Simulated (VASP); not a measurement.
Computed with r2SCAN meta-GGA, VASP's PBE PAW potentials (set 64) (plane waves; VASP 6.6.1).

VASP ran on this input.

File KPOINTS:
```
Automatic
0
G
  9 7 1
```

### INCAR
```
SYSTEM=RuAl(110) slab
PREC=Normal; ENCUT=400; LREAL=F
LASPH=T
EDIFF=1E-6; NELM=100; NELMIN=4
ALGO=Normal; LMAXMIX=4; LMIXTAU=T
ISMEAR=1; SIGMA=0.1
METAGGA=R2SCAN
LWAVE=F; LCHARG=F; LORBIT=11
LVHAR=T
DIPOL=0.5 0.5 0.5
LDIPOL=T; IDIPOL=3
```

**POSCAR**
```
RuAl(110) slab
1
    2.9832284380     0.0000000000     0.0000000000
    0.0000000000     4.2189225641     0.0000000000
    0.0000000000     0.0000000000    25.5133338669
Al Ru
5 5
Direct
  0.5000000000   0.0000000000   0.3366874995
  0.5000000000   0.5000000000   0.4173044595
  0.5000000000   0.0000000000   0.5000000000
  0.5000000000   0.5000000000   0.5826955405
  0.5000000000   0.0000000000   0.6633125005
  0.0000000000   0.5000000000   0.3352249286
  0.0000000000   0.0000000000   0.4182217586
  0.0000000000   0.5000000000   0.5000000000
  0.0000000000   0.0000000000   0.5817782414
  0.0000000000   0.5000000000   0.6647750714
```

POTCAR, in this order: Al Ru_pv (PBE.64 set). Program: vasp_std. Read from the step before: WAVECAR.

The run wrote:

OSZICAR:
```
       N       E                     dE             d eps       ncg     rms          rms(c)
DAV:   1    -0.164183265909E+03   -0.16418E+03   -0.39980E-04  2423   0.132E-01    0.762E-02
DAV:   2    -0.164184931661E+03   -0.16658E-02   -0.86746E-03  2451   0.594E-01    0.384E-01
DAV:   3    -0.164183103535E+03    0.18281E-02   -0.57370E-03  2553   0.562E-01    0.340E-02
DAV:   4    -0.164183150651E+03   -0.47116E-04   -0.13831E-04  2162   0.868E-02    0.826E-03
DAV:   5    -0.164183168164E+03   -0.17514E-04   -0.20104E-05  2069   0.354E-02    0.229E-03
DAV:   6    -0.164183156555E+03    0.11610E-04   -0.59071E-06  2042   0.216E-02    0.171E-03
DAV:   7    -0.164183161251E+03   -0.46962E-05   -0.74702E-07  1306   0.720E-03    0.113E-03
DAV:   8    -0.164183163900E+03   -0.26491E-05   -0.96437E-07  1300   0.858E-03    0.319E-04
DAV:   9    -0.164183160689E+03    0.32103E-05   -0.64048E-07  1300   0.653E-03    0.151E-04
DAV:  10    -0.164183162922E+03   -0.22327E-05   -0.82904E-07  1308   0.805E-03    0.169E-04
DAV:  11    -0.164183161612E+03    0.13105E-05   -0.45491E-07  1292   0.557E-03    0.136E-04
DAV:  12    -0.164183161418E+03    0.19382E-06   -0.26114E-07  1252   0.413E-03
   1 F= -.16418316E+03 E0= -.16418188E+03  d E =-.383464E-02
```

File OUTCAR:
```
------------------------ aborting loop because EDIFF is reached ----------------------------------------
  FORCE on cell =-STRESS in cart. coord.  units (eV):
  Direction    XX          YY          ZZ          XY          YZ          ZX
  --------------------------------------------------------------------------------------
  Total       -4.0580220     -5.8700526     -0.6559982     -0.0000000      0.0000000      0.0000000
  in kB      -20.2474204    -29.2885112     -3.2730901     -0.0000000      0.0000000      0.0000000
  external PRESSURE =     -17.6030072 kB  Pullay stress =       0.0000000 kB
  volume of cell :      321.11
      direct lattice vectors                 reciprocal lattice vectors
     2.983228438  0.000000000  0.000000000     0.335207317  0.000000000  0.000000000
     0.000000000  4.218922564  0.000000000     0.000000000  0.237027342  0.000000000
     0.000000000  0.000000000 25.513333867     0.000000000  0.000000000  0.039195191
 POSITION                                       TOTAL-FORCE (eV/Angst)
 -----------------------------------------------------------------------------------
      1.49161      0.00000      8.59002        -0.000000      0.000000      0.009268
      1.49161      2.10946     10.64683         0.000000     -0.000000      0.022287
      1.49161      0.00000     12.75667        -0.000000     -0.000000     -0.000000
      1.49161      2.10946     14.86651        -0.000000     -0.000000     -0.022287
      1.49161      0.00000     16.92331        -0.000000      0.000000     -0.009268
      0.00000      2.10946      8.55271        -0.000000     -0.000000     -0.008109
      0.00000      0.00000     10.67023         0.000000     -0.000000      0.026659
      0.00000      2.10946     12.75667        -0.000000     -0.000000     -0.000000
      0.00000      0.00000     14.84310        -0.000000     -0.000000     -0.026659
      0.00000      2.10946     16.96063        -0.000000     -0.000000      0.008109
 -----------------------------------------------------------------------------------
    total drift:                                0.000000      0.000000      0.000000
  FREE ENERGIE OF THE ION-ELECTRON SYSTEM (eV)
  ---------------------------------------------------
  free  energy   TOTEN  =      -164.1831614178 eV

  energy  without entropy=     -164.1793267746  energy(sigma->0) =     -164.18188320

 total charge

# of ion       s       p       d       tot
------------------------------------------
    1        0.426   0.391   0.000   0.817
    2        0.389   0.435   0.000   0.824
    3        0.390   0.436   0.000   0.827
    4        0.389   0.435   0.000   0.824
    5        0.426   0.391   0.000   0.817
    6        0.315   6.180   6.175  12.669
    7        0.340   6.258   6.222  12.820
    8        0.343   6.268   6.187  12.797
    9        0.340   6.258   6.222  12.820
   10        0.315   6.180   6.175  12.669
--------------------------------------------------
tot          3.672  33.231  30.980  67.882
```
(Selected blocks of OUTCAR.)

The cell is a thin slab with vacuum, built from RuAl (CsCl type): (110) face.
